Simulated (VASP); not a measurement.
```
CELL_PARAMETERS angstrom
      1.77978    -3.08267     0.00000
      1.77978     3.08267     0.00000
      0.00000     0.00000     4.54358
ATOMIC_POSITIONS crystal
  Pt 0.00000 0.00000 0.00000
  S  0.33333 0.66667 0.26151
  S  0.66667 0.33333 0.73849
```

Level of theory: LDA (Ceperley-Alder, Perdew-Zunger) with spin-orbit coupling, VASP's LDA PAW potentials (set 64) (plane waves; VASP). Settings: 400 eV cut-off, 9×9×6 Γ-centred mesh, Gaussian smearing of 0.050 eV, potentials Pt S.

Q: Estimate the energy per atom (σ→0), band gap (over mesh and band path) with the smallest direct gap where there is one.

A: 
| Item | Value |
|---|---|
| band gap (over mesh and band path) | none (metal, semimetal or under 0.01 eV) |
| energy per atom (σ→0) | -6.200 eV/atom |

Total energies compare only between runs with the same potentials, cut-off and functional.

The compound is PtS2 in the 1T layered structure. It was relaxed first, which changed the volume by -9 %.
